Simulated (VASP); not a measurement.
Given:

```xyz
2
Lattice="1.7800 -3.0831 0.0000 1.7800 3.0831 0.0000 0.0000 0.0000 5.5900" Properties=species:S:1:pos:R:3 pbc="T T T"
Er     1.7800     1.0277     1.3975
Er     1.7800    -1.0277     4.1925
```

Computed with rev-vdW-DF2, VASP's PBE PAW potentials (set 64) (plane waves; VASP). Settings: 520 eV cut-off, 11×11×6 Γ-centred mesh, first-order Methfessel-Paxton smearing of 0.10 eV, potentials Er_3.

The 4f electrons are frozen in the core of the lanthanide potential, so 4f levels, which can set the real gap, and their magnetism are missing. Energy and stress use the plane-wave basis of the starting cell.

Q: The ions, cell shape and volume are relaxed. Predict the relaxed structure.

A: 
```xyz
2
Lattice="1.7714 -3.0681 0.0000 1.7714 3.0681 0.0000 0.0000 0.0000 5.4511" Properties=species:S:1:pos:R:3 pbc="T T T"
Er     1.7714     1.0227     1.3628
Er     1.7714    -1.0227     4.0883
```
Space group P6_3/mmc (194), at a tolerance of 0.03 Å.

Q: How do energy and volume change from the first to the last step?

A: The energy (σ→0) changes by -7.1 meV/atom and the volume by -3.4 %, in 6 ionic steps.

```csv
step,E(σ→0) (eV),max force (eV/Å),pressure (GPa),volume (Å³)
1,-4.4790,0.000,-1.54,61.35
2,-4.4916,0.000,0.39,58.77
3,-4.4918,0.000,0.15,59.10
4,-4.4918,0.000,0.10,59.14
5,-4.4929,0.000,0.04,59.21
6,-4.4931,0.000,-0.02,59.25
```

The compound is Er in the hcp structure. This run relaxes it. Symmetry was kept, so distortions that lower it aren't found.
